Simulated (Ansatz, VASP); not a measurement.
# Ta4O in VASP and in Ansatz

```
Ta O
1.0
     3.25750    0.00000    0.00000
     0.00000    3.25750    0.00000
     0.00000    0.00000    7.40934
Ta O
4 1
Direct
  0.00000 0.00000 0.50000
  0.50000 0.50000 0.78316
  0.50000 0.50000 0.21684
  0.00000 0.00000 0.00000
  0.50000 0.50000 0.50000
```

Alike in both runs: task single point; functional PBE; k mesh 6 × 6 × 2; occupations gaussian, width 0.1 eV; no spin polarisation.

|  | VASP | Ansatz |
| --- | --- | --- |
| version | VASP 6.6.1 | Ansatz 0.2.0 |
| potentials or method | VASP PAW PBE potentials, release 64 (Ta_pv, O) | scalar-relativistic, plane waves, PAW |
| plane-wave cutoff (eV) | 520 | 420 |
| valence electrons in the cell | 50 | 58 |

```tsv
	VASP	Ansatz	Ansatz less VASP
gap on the k mesh at the Fermi level (eV)	none	none	-
pressure (GPa)	-0.5	-0.7	-0.24
largest component of the traceless stress (GPa)	0.08	0.20	+0.116
rms of the force components (eV/Å)	0.026	0.038	+0.0127
```

Atom by atom the forces differ by 0.013 eV/Å (rms over components). A gap of «none» marks a metal or a gap that the smearing closes. With one functional, cell and mesh, what is left measures potentials, basis and numerics. The two sets of potentials don't hold the same shells in valence.

Caveats: the k mesh is coarse (spacing up to 0.42 Å⁻¹), so the values aren't converged. Spin-orbit coupling is left out, which matters for the levels of Ta.
